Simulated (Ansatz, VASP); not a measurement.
## LaPb3: VASP beside Ansatz

Contents of INCAR:

```
PREC     = Accurate       # precision mode
ENCUT    = 520            # plane-wave cutoff, eV
EDIFF    = 1E-6           # SCF threshold, eV
ISMEAR   = 0              # smearing method
SIGMA    = 0.1            # smearing width, eV
LREAL    = F              # projectors in reciprocal space
LASPH    = T              # aspherical terms in the spheres
NELM     = 80             # most SCF steps
ALGO     = Normal         # electronic algorithm
ISIF     = 2              # what is computed and relaxed
LWAVE    = F              # write WAVECAR
LCHARG   = T              # write CHGCAR
GGA      = CA             # functional
LELF     = T              # ELF
LVHAR    = T            
NBANDS   = 34             # bands
```

Contents of KPOINTS:

```
regular mesh
0
Gamma
  5 5 5
```

Contents of POSCAR:

```
LaPb3
1.0
    5.0509466049      0.0000000000      0.0000000000
    0.0000000000      5.0509466049      0.0000000000
    0.0000000000      0.0000000000      5.0509466049
La Pb
1 3
Direct
    0.0000000000      0.0000000000      0.0000000000
    0.0000000000      0.5000000000      0.5000000000
    0.5000000000      0.0000000000      0.5000000000
    0.5000000000      0.5000000000      0.0000000000
```

Input for Ansatz:

```yaml
crystal:
  lattice:
    - [5.050946604928004, 0.0, 0.0]
    - [0.0, 5.050946604928004, 0.0]
    - [0.0, 0.0, 5.050946604928004]
  atoms:
    - { symbol: La, position: [0.0, 0.0, 0.0] }
    - { symbol: Pb, position: [0.0, 0.5, 0.5] }
    - { symbol: Pb, position: [0.5, 0.0, 0.5] }
    - { symbol: Pb, position: [0.5, 0.5, 0.0] }
basis:
  ecutwfc: 470.0
kpoints:
  mp_grid:
    grid: [5, 5, 5]
hamiltonian:
  xc: lda
scf:
  occupations:
    method: gaussian
    width: 0.1
output:
  stress: true
```

Alike in both runs: task single point; functional LDA; k mesh 5 × 5 × 5; occupations gaussian, width 0.1 eV; no spin polarisation.

|  | VASP | Ansatz |
| --- | --- | --- |
| version | VASP 6.6.1 | Ansatz 0.2.0 |
| potentials or method | VASP PAW LDA potentials, release 64 (La, Pb_d) | plane waves, PAW |
| plane-wave cutoff (eV) | 520 | 470 |
| valence electrons in the cell | 53 | 53 |

```csv
,VASP,Ansatz,Ansatz less VASP
pressure (GPa),-5.9,-5.9,-0.01
```

Spin-orbit coupling is left out, which matters for the levels of La, Pb.
